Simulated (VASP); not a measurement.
VASP input:

**POSCAR**
```
NiSb
1
    1.9935919184    -3.4530026625     0.0000000000
    1.9935919184     3.4530026625     0.0000000000
    0.0000000000     0.0000000000     5.2230097848
Ni Sb
2 2
Direct
  0.0000000000   1.0000000000   0.5000000000
  0.0000000000   1.0000000000   1.0000000000
  0.3333330000   0.6666670000   0.2500000000
  0.6666670000   0.3333330000   0.7500000000
```

### INCAR
```
SYSTEM = NiSb
PREC = Accurate
ENCUT = 520
EDIFF = 1E-6
NELM = 100
ALGO = Normal
LREAL = .FALSE.
LASPH = .TRUE.
ISMEAR = 1
SIGMA = 0.1
GGA = RE
LMAXMIX = 4
LWAVE = .FALSE.
LCHARG = .FALSE.
IBRION = 2
ISIF = 3
NSW = 60
EDIFFG = -0.02
```

File KPOINTS:
```
Automatic mesh
0
Gamma
8 8 6
0 0 0
```

POTCAR, in this order: Ni Sb (PBE.64 set). Program: vasp_std.

Q: Translate this revPBE calculation to Quantum ESPRESSO's pw.x.

A: One equivalent input (not run):
```
&CONTROL
  calculation = 'vc-relax'
  pseudo_dir = './pseudo'
  outdir = './out'
  tprnfor = .true.
  tstress = .true.
  nstep = 60
  forc_conv_thr = 0.00078
/
&SYSTEM
  ibrav = 0
  nat = 4
  ntyp = 2
  ecutwfc = 98
  occupations = 'smearing'
  smearing = 'methfessel-paxton'
  degauss = 0.00735
  input_dft = 'revpbe'
/
&ELECTRONS
  conv_thr = 7.3e-08
  electron_maxstep = 100
/
&IONS
/
&CELL
/
ATOMIC_SPECIES
  Ni 58.693 Ni.upf
  Sb 121.760 Sb.upf
CELL_PARAMETERS angstrom
     1.9935919   -3.4530027    0.0000000
     1.9935919    3.4530027    0.0000000
     0.0000000    0.0000000    5.2230098
ATOMIC_POSITIONS crystal
  Ni   0.0000000  1.0000000  0.5000000
  Ni   0.0000000  1.0000000  1.0000000
  Sb   0.3333330  0.6666670  0.2500000
  Sb   0.6666670  0.3333330  0.7500000
K_POINTS automatic
  8 8 6 0 0 0
```
The two are equivalent in intent, not identical: the potentials are each code's own (VASP's PAW set, PseudoDojo norm-conserving files in pw.x), so ENCUT and ecutwfc are chosen apart and not converted; conv_thr bounds pw.x's estimated SCF error, while EDIFF bounds the energy change between steps; forc_conv_thr acts on force components and is met together with etot_conv_thr.

The compound is NiSb in the NiAs type structure. This run relaxes it. Symmetry was kept, so distortions that lower it aren't found. The start is the result of an earlier pass.
